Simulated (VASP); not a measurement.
# ScIr (Pm-3m) in VASP: notebook, part 2 of 2

VASP 6.6.1. The steps go on from the part before.

### Step 3. Single point, LDA

File INCAR:

```
SYSTEM = ScIr
ALGO = Normal
EDIFF = 1E-7
ENCUT = 520
ISIF = 2
ISMEAR = 0
LASPH = .TRUE.
LCHARG = .FALSE.
LREAL = .FALSE.
LWAVE = .FALSE.
NBANDS = 17
NELM = 100
PREC = Accurate
SIGMA = 0.15
```

File KPOINTS:

```
k-points
0
G
  14 14 14
  0 0 0
```

File POSCAR:

```
ScIr
1.0
    3.2060000000      0.0000000000      0.0000000000
    0.0000000000      3.2060000000      0.0000000000
    0.0000000000      0.0000000000      3.2060000000
Sc Ir
1 1
Direct
    0.5000000000      0.5000000000      0.5000000000
    0.0000000000      0.0000000000      0.0000000000
```

Potentials or basis: VASP PAW LDA potentials, release 64 (Sc_sv, Ir).

Launch:

```bash
$ cat potpaw_LDA.64/Sc_sv/POTCAR potpaw_LDA.64/Ir/POTCAR > POTCAR
$ mpirun -np 1 vasp_std > vasp.out
```

OUTCAR:

```text
SYSTEM = ScIr
   EDIFF = 1E-7
   ENCUT = 520
   ISIF = 2
   ISMEAR = 0
   LASPH = .TRUE.
   LREAL = .FALSE.
   NELM = 100
   PREC = Accurate

 ion  position               nearest neighbor table
   1  0.500  0.500  0.500-   2 2.78   2 2.78   2 2.78   2 2.78   2 2.78   2 2.78   2 2.78   2 2.78

   2  0.000  0.000  0.000-   1 2.78   1 2.78   1 2.78   1 2.78   1 2.78   1 2.78   1 2.78   1 2.78

  LATTYP: Found a simple cubic cell.
 ALAT       =     3.2060000000

  Lattice vectors:

 A1 = (   3.2060000000,   0.0000000000,   0.0000000000)
 A2 = (   0.0000000000,   3.2060000000,   0.0000000000)
 A3 = (   0.0000000000,   0.0000000000,   3.2060000000)

Analysis of symmetry for initial positions (statically):
=====================================================================
 Subroutine PRICEL returns:
 Original cell was already a primitive cell.

 Routine SETGRP: Setting up the symmetry group for a
 simple cubic supercell.

 Subroutine GETGRP returns: Found 48 space group operations
 (whereof 48 operations were pure point group operations)
 out of a pool of 48 trial point group operations.

The static configuration has the point symmetry O_h .

Analysis of symmetry for dynamics (positions and initial velocities):
=====================================================================
 Subroutine PRICEL returns:
 Original cell was already a primitive cell.

 Routine SETGRP: Setting up the symmetry group for a
 simple cubic supercell.

 Subroutine GETGRP returns: Found 48 space group operations
 (whereof 48 operations were pure point group operations)
 out of a pool of 48 trial point group operations.

The dynamic configuration has the point symmetry O_h .

 Subroutine INISYM returns: Found 48 space group operations
 (whereof 48 operations are pure point group operations),
 and found     1 'primitive' translations

----------------------------------------------------------------------------------------

                                     Primitive cell

  volume of cell :      32.9527

  direct lattice vectors                    reciprocal lattice vectors
     3.206000000  0.000000000  0.000000000     0.311915159  0.000000000  0.000000000
     0.000000000  3.206000000  0.000000000     0.000000000  0.311915159  0.000000000
     0.000000000  0.000000000  3.206000000     0.000000000  0.000000000  0.311915159

  length of vectors
     3.206000000  3.206000000  3.206000000     0.311915159  0.311915159  0.311915159

  position of ions in fractional coordinates (direct lattice)
     0.500000000  0.500000000  0.500000000
     0.000000000  0.000000000  0.000000000

  ion indices of the primitive-cell ions
   primitive index   ion index
                 1           1
                 2           2

----------------------------------------------------------------------------------------

 KPOINTS: k-points

Automatic generation of k-mesh.
 Grid dimensions read from file:
 generate k-points for:   14   14   14

 Generating k-lattice:

  Cartesian coordinates                     Fractional coordinates (reciprocal lattice)
     0.022279654  0.000000000  0.000000000     0.071428571  0.000000000  0.000000000
     0.000000000  0.022279654  0.000000000     0.000000000  0.071428571  0.000000000
     0.000000000  0.000000000  0.022279654     0.000000000  0.000000000  0.071428571

  Length of vectors
     0.022279654  0.022279654  0.022279654

  Shift w.r.t. Gamma in fractional coordinates (k-lattice)
     0.000000000  0.000000000  0.000000000

 Subroutine IBZKPT returns following result:
 ===========================================

 Found    120 irreducible k-points:

 Following reciprocal coordinates:
            Coordinates               Weight
  0.000000  0.000000  0.000000      1.000000
  0.071429  0.000000  0.000000      6.000000
  0.142857  0.000000  0.000000      6.000000
  0.214286  0.000000  0.000000      6.000000
  0.285714  0.000000  0.000000      6.000000
  0.357143  0.000000  0.000000      6.000000
[... 16 lines left out ...]
  0.285714  0.214286  0.000000     24.000000
  0.357143  0.214286  0.000000     24.000000
 [... further k-points ...]
   k-points           NKPTS =    120   k-points in BZ     NKDIM =    120   number of bands    NBANDS=     17
   number of dos      NEDOS =    301   number of ions     NIONS =      2
   total plane-waves  NPLWV =  13824
   dimension x,y,z NGX =    24 NGY =   24 NGZ =   24
   dimension x,y,z NGXF=    48 NGYF=   48 NGZF=   48
   ions per type =               1   1
   NGX,Y,Z   is equivalent  to a cutoff of  12.45, 12.45, 12.45 a.u.
   NGXF,Y,Z  is equivalent  to a cutoff of  24.89, 24.89, 24.89 a.u.
 SYSTEM =  ScIr
   PREC   = accura    normal or accurate (medium, high low for compatibility)
   ISTART =      0    job   : 0-new  1-cont  2-samecut
   ICHARG =      2    charge: 1-file 2-atom 10-const
   ISPIN  =      1    spin polarized calculation?
   LNONCOLLINEAR =      F non collinear calculations
   LSORBIT =      F    spin-orbit coupling
   LASPH  =      T    aspherical Exc in radial PAW
   ENCUT  =  520.0 eV  38.22 Ry    6.18 a.u.   5.96  5.96  5.96*2*pi/ulx,y,z
   NELM   =    100;   NELMIN=  2; NELMDL= -5     # of ELM steps
   EDIFF  = 0.1E-06   stopping-criterion for ELM
   LREAL  =      F    real-space projection
   EDIFFG = 0.1E-05   stopping-criterion for IOM
   NSW    =      0    number of steps for IOM
   IBRION =     -1    ionic relax: 0-MD 1-quasi-New 2-CG
   NFREE  =      0    steps in history (QN), initial steepest desc. (CG)
   ISIF   =      2    stress and relaxation
   ISYM   =      2    0-nonsym 1-usesym 2-fastsym
   POTIM  = 0.5000    time-step for ionic-motion
   TEBEG  =    0.0;   TEEND  =   0.0 temperature during run
   PSTRESS=    0.0 pullay stress
   NELECT =      20.0000    total number of electrons
   NUPDOWN=      -1.0000    fix difference up-down
   EMIN   =  10.00;   EMAX   =-10.00  energy-range for DOS
   EFERMI =   0.00;   METHOD = LEGACY
   ISMEAR =     0;   SIGMA  =   0.15  broadening in eV -4-tet -1-fermi 0-gaus
   EFERMI_NEDOS =   21; number of points for ismear=-14 and -15
   IALGO  =     38    algorithm
   IMIX   =      4    mixing-type and parameters
     AMIX     =   0.40;   BMIX     =  1.00
     AMIX_MAG =   1.60;   BMIX_MAG =  1.00
  volume/ion in A,a.u.               =      16.48       111.19
  Fermi-wavevector in a.u.,A,eV,Ry     =   1.386079  2.619309 26.139716  1.921215
  Thomas-Fermi vector in A             =   2.510429
   LORBIT       =      0    0 simple, 1 ext, 2 COOP (PROOUT), +10 PAW based schemes
   GGA     = CA    functional components
   LHFCALC =     F    Hartree Fock is set to
   AEXX    =    0.0000 exact exchange contribution
   IVDW    =     0    specifies the selected vdW correction
   LEPSILON=     F    determine dielectric tensor
   LRPA    =     F    only Hartree local field effects (RPA)
 non-spin polarized calculation
 Gauss-broadening in eV      SIGMA  =   0.15
  energy-cutoff  :      520.00
  volume of cell :       32.95
 maximum number of plane-waves:       912
 NGX is ok and might be reduce to    24
   NGX = 11   NGY = 11   NGZ = 11

 number of electron      20.0000008 magnetization

 Free energy of the ion-electron system (eV)
  ---------------------------------------------------
  ext. energy  EPLUGINS =         0.00000000
  ---------------------------------------------------
  free energy    TOTEN  =       -19.14315028 eV

  energy without entropy =      -19.13358989  energy(sigma->0) =      -19.13837009

 E-fermi :   7.1445     XC(G=0): -12.5968

 val. band max:        7.1236395136   @ k =   0.5000   0.4286   0.3571
 cond. band min:       7.1685077246   @ k =   0.5000   0.4286   0.2857
 fundamental gap:      0.0448682110
 Fermi energy:         7.1445086059

 k-point     1 :       0.0000    0.0000    0.0000
  band No.  band energies     occupation
      1     -41.4463      2.00000
      2     -20.3217      2.00000
      3     -20.3217      2.00000
      4     -20.3217      2.00000
      5      -0.7860      2.00000
      6       2.1886      2.00000
[... 9 lines left out ...]
     16      15.3861      0.00000
     17      15.3861      0.00000

 k-point     2 :       0.0714    0.0000    0.0000
  band No.  band energies     occupation
      1     -41.4446      2.00000
      2     -20.3379      2.00000
      3     -20.3211      2.00000
      4     -20.3211      2.00000
      5      -0.6836      2.00000
      6       2.2299      2.00000
[... 9 lines left out ...]
     16      14.9923      0.00000
     17      15.7539      0.00000
[... 421 lines left out ...]
 k-point    24 :       0.3571    0.2143    0.0000
  band No.  band energies     occupation
      1     -41.4096      2.00000
      2     -20.5590      2.00000
      3     -20.4178      2.00000
      4     -20.3000      2.00000
      5       1.6638      2.00000
      6       3.0932      2.00000
[... 9 lines left out ...]
     16      12.4111      0.00000
     17      17.0505      0.00000

 [... further k-points ...]
[... 5 lines left out ...]
  --------------------------------------------------------------------------------------
  -------------------------------------------------------------------------------------
  Total       -1.3511418     -1.3511418     -1.3511418      0.0000000      0.0000000     -0.0000000
  in kB      -65.6932818    -65.6932818    -65.6932818      0.0000000      0.0000000     -0.0000000
  external PRESSURE =     -65.6932818 kB  Pullay stress =       0.0000000 kB

 VOLUME and BASIS-vectors are now :
 -----------------------------------------------------------------------------
  energy-cutoff  :      520.00
  volume of cell :       32.95
      direct lattice vectors                 reciprocal lattice vectors
     3.206000000  0.000000000  0.000000000     0.311915159  0.000000000  0.000000000
     0.000000000  3.206000000  0.000000000     0.000000000  0.311915159  0.000000000
     0.000000000  0.000000000  3.206000000     0.000000000  0.000000000  0.311915159

 POSITION                                       TOTAL-FORCE (eV/Angst)
 -----------------------------------------------------------------------------------
      1.60300      1.60300      1.60300         0.000000      0.000000      0.000000
      0.00000      0.00000      0.00000         0.000000      0.000000      0.000000
 -----------------------------------------------------------------------------------
    total drift:                                0.000000      0.000000     -0.000000

  FREE ENERGIE OF THE ION-ELECTRON SYSTEM (eV)
  ---------------------------------------------------
  free  energy   TOTEN  =       -19.1431502845 eV

  energy  without entropy=      -19.1335898868  energy(sigma->0) =      -19.13837009
```

OSZICAR:

```text
N       E                     dE             d eps       ncg     rms          rms(c)
DAV:   1     0.201127286480E+03    0.20113E+03   -0.99530E+03  4216   0.130E+03
DAV:   2    -0.107326962421E+02   -0.21186E+03   -0.20431E+03  4210   0.405E+02
DAV:   3    -0.202224118572E+02   -0.94897E+01   -0.90805E+01  5676   0.987E+01
DAV:   4    -0.204300809500E+02   -0.20767E+00   -0.20679E+00  5708   0.154E+01
DAV:   5    -0.204337135002E+02   -0.36326E-02   -0.36318E-02  5521   0.162E+00    0.119E+01
DAV:   6    -0.193649249975E+02    0.10688E+01   -0.15327E+00  5974   0.190E+01    0.453E+00
DAV:   7    -0.191664210190E+02    0.19850E+00   -0.67177E-01  6085   0.887E+00    0.932E-01
DAV:   8    -0.191506524848E+02    0.15769E-01   -0.76776E-02  6947   0.260E+00    0.600E-01
DAV:   9    -0.191436715171E+02    0.69810E-02   -0.19897E-02  4599   0.204E+00    0.216E-01
DAV:  10    -0.191431448524E+02    0.52666E-03   -0.18204E-03  6347   0.567E-01    0.578E-02
DAV:  11    -0.191431550707E+02   -0.10218E-04   -0.12795E-04  6538   0.136E-01    0.156E-02
DAV:  12    -0.191431503144E+02    0.47563E-05   -0.26118E-05  5948   0.650E-02    0.236E-03
DAV:  13    -0.191431502845E+02    0.29991E-07   -0.71966E-07  6043   0.896E-03
   1 F= -.19143150E+02 E0= -.19138370E+02  d E =-.956040E-02
```

It took 32 s on 1 thread of Intel Xeon Platinum 8488C (Sapphire Rapids), shared host; peak memory 0.18 GiB.

What came out:

| Property | Result |
| --- | --- |
| Free energy | -19.1432 eV |
| Pressure | -6.6 GPa |
| Band gap on the k mesh | none (metal or under the smearing width) |

Spin-orbit coupling is left out, which matters for the levels of Ir.

### Step 4. Single point, LDA

File INCAR:

```
SYSTEM = ScIr
ALGO = Normal
EDIFF = 1E-7
ENCUT = 520
GGA = CA
ISIF = 2
ISMEAR = 0
LASPH = .True.
LCHARG = .False.
LREAL = .False.
LWAVE = .False.
NBANDS = 17
NELM = 100
PREC = Accurate
SIGMA = 0.15
```

File KPOINTS:

```
k-points
0
Gamma
  14 14 14
  0 0 0
```

POSCAR is that of step 3.

Potentials or basis: VASP PAW LDA potentials, release 64 (Sc_sv, Ir).

Launch:

```bash
$ cat potpaw_LDA.64/Sc_sv/POTCAR potpaw_LDA.64/Ir/POTCAR > POTCAR
$ mpirun -np 1 vasp_std > vasp.out
```

OUTCAR:

```text
SYSTEM = ScIr
   EDIFF = 1E-7
   ENCUT = 520
   GGA = CA
   ISIF = 2
   ISMEAR = 0
   LASPH = .True.
   LREAL = .False.
   NELM = 100
   PREC = Accurate

 ion  position               nearest neighbor table
   1  0.500  0.500  0.500-   2 2.78   2 2.78   2 2.78   2 2.78   2 2.78   2 2.78   2 2.78   2 2.78

   2  0.000  0.000  0.000-   1 2.78   1 2.78   1 2.78   1 2.78   1 2.78   1 2.78   1 2.78   1 2.78

  LATTYP: Found a simple cubic cell.
 ALAT       =     3.2060000000

  Lattice vectors:

[... 669 lines left out ...]
------------------------ aborting loop because EDIFF is reached ----------------------------------------

  FORCE on cell =-STRESS in cart. coord.  units (eV):
  Direction    XX          YY          ZZ          XY          YZ          ZX
  --------------------------------------------------------------------------------------
  -------------------------------------------------------------------------------------
  Total       -1.3511418     -1.3511418     -1.3511418      0.0000000      0.0000000     -0.0000000
  in kB      -65.6932818    -65.6932818    -65.6932818      0.0000000      0.0000000     -0.0000000
  external PRESSURE =     -65.6932818 kB  Pullay stress =       0.0000000 kB

 VOLUME and BASIS-vectors are now :
 -----------------------------------------------------------------------------
  energy-cutoff  :      520.00
  volume of cell :       32.95
      direct lattice vectors                 reciprocal lattice vectors
     3.206000000  0.000000000  0.000000000     0.311915159  0.000000000  0.000000000
     0.000000000  3.206000000  0.000000000     0.000000000  0.311915159  0.000000000
     0.000000000  0.000000000  3.206000000     0.000000000  0.000000000  0.311915159

 POSITION                                       TOTAL-FORCE (eV/Angst)
 -----------------------------------------------------------------------------------
      1.60300      1.60300      1.60300         0.000000      0.000000      0.000000
      0.00000      0.00000      0.00000         0.000000      0.000000      0.000000
 -----------------------------------------------------------------------------------
    total drift:                                0.000000      0.000000     -0.000000

  FREE ENERGIE OF THE ION-ELECTRON SYSTEM (eV)
  ---------------------------------------------------
  free  energy   TOTEN  =       -19.1431502845 eV

  energy  without entropy=      -19.1335898868  energy(sigma->0) =      -19.13837009
```

OSZICAR:

```text
N       E                     dE             d eps       ncg     rms          rms(c)
DAV:   1     0.201127286480E+03    0.20113E+03   -0.99530E+03  4216   0.130E+03
DAV:   2    -0.107326962421E+02   -0.21186E+03   -0.20431E+03  4210   0.405E+02
DAV:   3    -0.202224118572E+02   -0.94897E+01   -0.90805E+01  5676   0.987E+01
DAV:   4    -0.204300809500E+02   -0.20767E+00   -0.20679E+00  5708   0.154E+01
DAV:   5    -0.204337135002E+02   -0.36326E-02   -0.36318E-02  5521   0.162E+00    0.119E+01
DAV:   6    -0.193649249975E+02    0.10688E+01   -0.15327E+00  5974   0.190E+01    0.453E+00
DAV:   7    -0.191664210190E+02    0.19850E+00   -0.67177E-01  6085   0.887E+00    0.932E-01
DAV:   8    -0.191506524848E+02    0.15769E-01   -0.76776E-02  6947   0.260E+00    0.600E-01
DAV:   9    -0.191436715171E+02    0.69810E-02   -0.19897E-02  4599   0.204E+00    0.216E-01
DAV:  10    -0.191431448524E+02    0.52666E-03   -0.18204E-03  6347   0.567E-01    0.578E-02
DAV:  11    -0.191431550707E+02   -0.10218E-04   -0.12795E-04  6538   0.136E-01    0.156E-02
DAV:  12    -0.191431503144E+02    0.47563E-05   -0.26118E-05  5948   0.650E-02    0.236E-03
DAV:  13    -0.191431502845E+02    0.29991E-07   -0.71966E-07  6043   0.896E-03
   1 F= -.19143150E+02 E0= -.19138370E+02  d E =-.956040E-02
```

stdout:

```text
POSCAR found type information on POSCAR ScIr
 POSCAR found :  2 types and       2 ions
 scaLAPACK will be used
 LDA part: xc-table for (Slater(with rela. corr.)+CA(PZ))
 , standard interpolation
 POSCAR, INCAR and KPOINTS ok, starting setup
 FFT: planning ... GRIDC
 FFT: planning ... GRID_SOFT
 FFT: planning ... GRID
 WAVECAR not read
 entering main loop
```

Wall time 30 s (1 thread of Intel Xeon Platinum 8488C (Sapphire Rapids), shared host); peak memory 0.18 GiB.

Results:

```
Free energy            : -19.1432 eV
Pressure               : -6.6 GPa
Band gap on the k mesh : none (metal or under the smearing width)
```

Levels at points of the mesh, in eV from the Fermi level:
```csv
k point,band 6,band 7,band 8,band 9,band 10,band 11,band 12,band 13,band 14,band 15
"(0.00, 0.00, 0.00)",-4.96,-4.96,-1.84,-1.84,-1.84,2.21,2.21,4.32,4.32,4.32
"(0.50, 0.00, 0.00)",-3.85,-3.00,-2.26,-2.26,-1.24,0.12,0.41,1.63,1.63,3.26
"(0.50, 0.50, 0.00)",-4.91,-3.21,-3.21,-0.29,0.30,0.90,0.90,2.76,4.27,4.57
"(0.50, 0.50, 0.50)",-3.62,-3.62,-1.09,-1.09,-1.09,-0.21,-0.21,4.36,4.36,4.46
```
